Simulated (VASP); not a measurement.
An input for Ansatz (written as the equivalent of a VASP run, and not itself run):

Ansatz 0.2 input:
```yaml
crystal:
  lattice:
    - [0.0000000, 2.1200000, 2.1200000]
    - [2.1200000, 0.0000000, 2.1200000]
    - [2.1200000, 2.1200000, 0.0000000]
  atoms:
    - { symbol: Ti, position: [0.0000000, 0.0000000, 0.0000000] }
    - { symbol: N, position: [0.5000000, 0.5000000, 0.5000000] }
kpoints:
  mp_grid: { grid: [13, 13, 13] }
hamiltonian:
  xc: pbesol
  pseudopotentials: { kind: paw }
scf:
  occupations: { method: methfessel_paxton, width: 0.1 }
  max_iter: 100
relax:
  max_steps: 60
  f_tol: 0.01
  cell: {}
output: { forces: true, stress: true, eigenvalues: true }
```

Question: Write the VASP files for the same calculation (PBEsol).

Answer: One answer among several that fit: 
**POSCAR**
```
TiN
1
    0.0000000000     2.1200000000     2.1200000000
    2.1200000000     0.0000000000     2.1200000000
    2.1200000000     2.1200000000     0.0000000000
Ti N
1 1
Direct
  0.0000000000   0.0000000000   0.0000000000
  0.5000000000   0.5000000000   0.5000000000
```

**INCAR**
```
SYSTEM = TiN
PREC = Accurate; ENCUT = 530; LREAL = .FALSE.
LASPH = .TRUE.
EDIFF = 1E-6; NELM = 100; ALGO = Normal
LMAXMIX = 4
ISMEAR = 1; SIGMA = 0.1
GGA = PS
IBRION = 2; NSW = 60; ISIF = 3
EDIFFG = -0.01
LWAVE = .FALSE.; LCHARG = .FALSE.
```

**KPOINTS**
```
Automatic
0
G
13 13 13
0 0 0
```

POTCAR, in this order: Ti_sv N (PBE.64 set). Program: vasp_std.

What does not carry over: each code has its own PAW files, so the cut-off isn't converted (ENCUT is set for VASP's; basis.ecutwfc is left out, and Ansatz then takes the one that its files recommend); Ansatz stops its SCF on the density residual and VASP on the energy change (EDIFF).

The compound is TiN in the rock salt structure. This run relaxes it. Symmetry was kept, so distortions that lower it aren't found.
